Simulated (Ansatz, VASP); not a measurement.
## One calculation of Li4Mo, two programs

File INCAR:

```
SYSTEM = Li4Mo
ALGO = Normal
EDIFF = 1E-6
ENCUT = 520
GGA = PE
ISIF = 2
ISMEAR = 0
LASPH = .TRUE.
LCHARG = .FALSE.
LREAL = .FALSE.
LWAVE = .FALSE.
NBANDS = 21
NELM = 60
PREC = Accurate
SIGMA = 0.1
```

KPOINTS

```
k-points
0
G
  4 4 4
  0 0 0
```

POSCAR

```
Li4Mo
1.0
    4.0964913100      0.0000000000      0.0000000000
    0.0000000000      4.0964913100      0.0000000000
    0.0000000000      0.0000000000      4.0964913100
Li Mo
4 1
Direct
    0.2500000000      0.2500000000      0.2500000000
    0.7500000000      0.7500000000      0.2500000000
    0.2500000000      0.7500000000      0.7500000000
    0.7500000000      0.2500000000      0.7500000000
    0.0000000000      0.0000000000      0.0000000000
```

Input for Ansatz:

```yaml
crystal:
  lattice:
    - [4.09649131, 0.0, 0.0]
    - [0.0, 4.09649131, 0.0]
    - [0.0, 0.0, 4.09649131]
  atoms:
    - { symbol: Li, position: [0.25, 0.25, 0.25] }
    - { symbol: Li, position: [0.75, 0.75, 0.25] }
    - { symbol: Li, position: [0.25, 0.75, 0.75] }
    - { symbol: Li, position: [0.75, 0.25, 0.75] }
    - { symbol: Mo, position: [0.0, 0.0, 0.0] }
basis:
  ecutwfc: 420
kpoints:
  mp_grid: { grid: [4, 4, 4] }
hamiltonian:
  xc: pbe
scf:
  occupations: { method: gaussian, width: 0.1 }
  lower_state_search: "off"
output:
  forces: true
  stress: true
  eigenvalues: true
```

Change from the starting cell: species swapped into the SnI4 type (P-43m, No. 215).

Alike in both runs: task single point; functional PBE; k mesh 4 × 4 × 4; occupations gaussian, width 0.1 eV; no spin polarisation.

|  | VASP | Ansatz |
| --- | --- | --- |
| version | VASP 6.6.1 | Ansatz 0.2.0 |
| potentials or method | VASP PAW PBE potentials, release 64 (Li_sv, Mo_sv) | scalar-relativistic, plane waves, PAW |
| plane-wave cutoff (eV) | 520 | 420 |
| valence electrons in the cell | 26 | 26 |

|  | VASP | Ansatz | Ansatz less VASP |
| --- | --- | --- | --- |
| gap on the k mesh at the Fermi level (eV) | none | none | - |
| rms of the force components (eV/Å) | 3.102 | 2.917 | -0.1850 |

A gap of «none» marks a metal or a gap that the smearing closes. The functional is the same, so the differences come from potentials, cutoffs and numerics.

Caveats: the k mesh is coarse (spacing up to 0.38 Å⁻¹), so the values aren't converged.
